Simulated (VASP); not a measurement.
KCl (rock salt):

```xyz
2
Lattice="0.0000 3.1450 3.1450 3.1450 0.0000 3.1450 3.1450 3.1450 0.0000" Properties=species:S:1:pos:R:3 pbc="T T T"
K      0.0000     0.0000     0.0000
Cl     3.1450     3.1450     3.1450
```

The lowest empty band near Γ, direction [111], from PBE with spin-orbit coupling in VASP (PAW); its two spin partners are averaged. The gap over the points computed is 5.15 eV, and the next band on that side lies 3.19 eV away at the edge.

Run with 400 eV cut-off, 8×8×8 Γ-centred mesh, Gaussian smearing of 0.050 eV, potentials K_sv Cl.

```json
[
 {"distance from the edge in k (1/Å)": "0.025", "distance in energy (meV)": "5.4"},
 {"distance from the edge in k (1/Å)": "0.035", "distance in energy (meV)": "10.5"},
 {"distance from the edge in k (1/Å)": "0.050", "distance in energy (meV)": "21.3"},
 {"distance from the edge in k (1/Å)": "0.070", "distance in energy (meV)": "41.7"}
]
```

Q: Fit E(1 + αE) = ħ²k²/2m* (ħ²/2m0 = 3.810 eV Å²) and predict the row at 0.095 1/Å.

A: The rows don't resolve α, so a parabola serves: the electron mass is m* = 0.447 m0, and so 76.9 meV. The run gave 76.3 meV, -0.6 meV from the fit.

Left out are points under 3 meV from the edge, since the levels carry 0.1 meV, and points farther than half the way to the next band.

The compound is KCl in the rock salt structure. The cell was not relaxed at this level.
